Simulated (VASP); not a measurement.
A convergence study with VASP on Rh (fcc): a few settings are varied, all else stays as given below, so the limit is that of these other settings. The cell's lengths are 1 % over those of the tabulated start, so it is off equilibrium.

```yaml
crystal:
  lattice:
    - [0.00000, 1.91900, 1.91900]
    - [1.91900, 0.00000, 1.91900]
    - [1.91900, 1.91900, 0.00000]
  atoms:
    - { symbol: Rh, position: [0.00000, 0.00000, 0.00000] }
```

These are PBEsol GGA, VASP's PBE PAW potentials (set 64) (plane waves; VASP 6.6.1) values and carry that method's errors. The last row used: 550 eV cut-off, 14×14×14 Γ-centred mesh, first-order Methfessel-Paxton smearing of 0.10 eV, potentials Rh_pv.

| setting | E (eV/atom) | pressure (GPa) | electronic steps |
|---|---|---|---|
| ALGO = Normal, EDIFF = 1E-2 | -8.1123 | -16.01 | 8 |
| ALGO = Normal, EDIFF = 1E-3 | -8.1122 | -12.29 | 9 |
| ALGO = Normal, EDIFF = 1E-4 | -8.1122 | -12.27 | 10 |
| ALGO = Normal, EDIFF = 1E-5 | -8.1122 | -12.16 | 10 |
| ALGO = Normal, EDIFF = 1E-6 | -8.1122 | -12.18 | 11 |
| ALGO = Normal, EDIFF = 1E-7 | -8.1122 | -12.18 | 11 |
| ALGO = Normal, EDIFF = 1E-8 | -8.1122 | -12.15 | 13 |
| ALGO = Normal, EDIFF = 1E-9 | -8.1122 | -12.14 | 14 |
| ALGO = Fast, EDIFF = 1E-2 | -8.1132 | -27.92 | 8 |
| ALGO = Fast, EDIFF = 1E-3 | -8.1122 | -13.30 | 9 |
| ALGO = Fast, EDIFF = 1E-4 | -8.1122 | -10.95 | 10 |
| ALGO = Fast, EDIFF = 1E-5 | -8.1122 | -12.43 | 11 |
| ALGO = Fast, EDIFF = 1E-6 | -8.1122 | -12.00 | 12 |
| ALGO = Fast, EDIFF = 1E-7 | -8.1122 | -12.12 | 15 |
| ALGO = Fast, EDIFF = 1E-8 | -8.1122 | -12.12 | 15 |
| ALGO = Fast, EDIFF = 1E-9 | -8.1122 | -12.14 | 22 |
| ALGO = All, EDIFF = 1E-2 | -8.1110 | -12.15 | 10 |
| ALGO = All, EDIFF = 1E-3 | -8.1122 | -11.84 | 12 |
| ALGO = All, EDIFF = 1E-4 | -8.1122 | -12.20 | 13 |
| ALGO = All, EDIFF = 1E-5 | -8.1122 | -12.14 | 14 |
| ALGO = All, EDIFF = 1E-6 | -8.1122 | -12.15 | 16 |
| ALGO = All, EDIFF = 1E-7 | -8.1122 | -12.14 | 17 |
| ALGO = All, EDIFF = 1E-8 | -8.1122 | -12.14 | 19 |
| ALGO = All, EDIFF = 1E-9 | -8.1122 | -12.14 | 22 |

Left out are rungs that failed or repeat a setting and relaxations that didn't move; long series are thinned to 24 rows.

The compound is Rh in the fcc structure. The cell was not relaxed at this level.
